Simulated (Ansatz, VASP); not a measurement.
## HfGe in VASP and in Ansatz

```xyz
2
Lattice="3.2828 0.0000 0.0000 0.0000 3.2828 0.0000 0.0000 0.0000 4.1890" Properties=species:S:1:pos:R:3 pbc="T T T"
Hf    1.6414    1.6414    0.0000
Ge    0.0000    0.0000    0.0000
```

Change from the starting cell: volume scaled by 1.06.

Alike in both runs: task single point; functional PBE; k mesh 8 × 8 × 7; occupations fermi-dirac, width 0.05 eV; no spin polarisation.

|  | VASP | Ansatz |
| --- | --- | --- |
| version | VASP 6.6.1 | Ansatz 0.2.0 |
| potentials or method | VASP PAW PBE potentials, release 64 (Hf_pv, Ge_d), cutoff 520 eV | all-electron LAPW, scalar-relativistic |

Ansatz gave:

```
gap on the k mesh at the Fermi level (eV)       : none
pressure (GPa)                                  : 47.7
largest component of the traceless stress (GPa) : 49.20
```

Problem. Which values does VASP return?

Solution. gap on the k mesh at the Fermi level (eV): none; pressure (GPa): 47.7; largest component of the traceless stress (GPa): 49.18.

A gap of «none» marks a metal or a gap that the smearing closes. Ansatz ran all-electron here, so the differences hold the error of VASP's frozen core and of both bases.

Caveats: so large a pressure means that the cell lies far from this level's equilibrium, or that cutoff or potentials fall short (VASP). Spin-orbit coupling is left out, which matters for the levels of Hf.
